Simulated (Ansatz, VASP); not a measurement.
**SiWSN2: VASP beside Ansatz**

```
Si W S N
1.0
     3.55019    0.00000    0.00000
     0.00000    3.55019    0.00000
     0.00000    0.00000    4.58472
Si W S N
1 1 1 2
Direct
  0.00000 0.00000 0.00000
  0.50000 0.50000 0.50000
  0.00000 0.00000 0.50000
  0.50000 0.00000 0.00000
  0.00000 0.50000 0.00000
```

Alike in both runs: functional PBE; k mesh 10 × 10 × 8; occupations gaussian, width 0.1 eV; no spin polarisation.

Ansatz relaxed the structure, and its values are those at the end. VASP's run is a single point on that final structure, the one shown.

|  | VASP | Ansatz |
| --- | --- | --- |
| version | VASP 6.6.1 | Ansatz 0.2.0 |
| potentials or method | VASP PAW PBE potentials, release 64 (Si, W_sv, S, N) | scalar-relativistic, plane waves, PAW |
| plane-wave cutoff (eV) | 520 | 420 |
| valence electrons in the cell | 34 | 34 |

|  | VASP | Ansatz | Ansatz less VASP |
| --- | --- | --- | --- |
| gap on the k mesh at the Fermi level (eV) | none | none | - |
| pressure (GPa) | 0.0 | 0.0 | +0.03 |

A gap of «none» marks a metal or a gap that the smearing closes. The functional is the same, so the differences come from potentials, cutoffs and numerics.

The runs have no spin-orbit coupling, so splittings on W are missing.
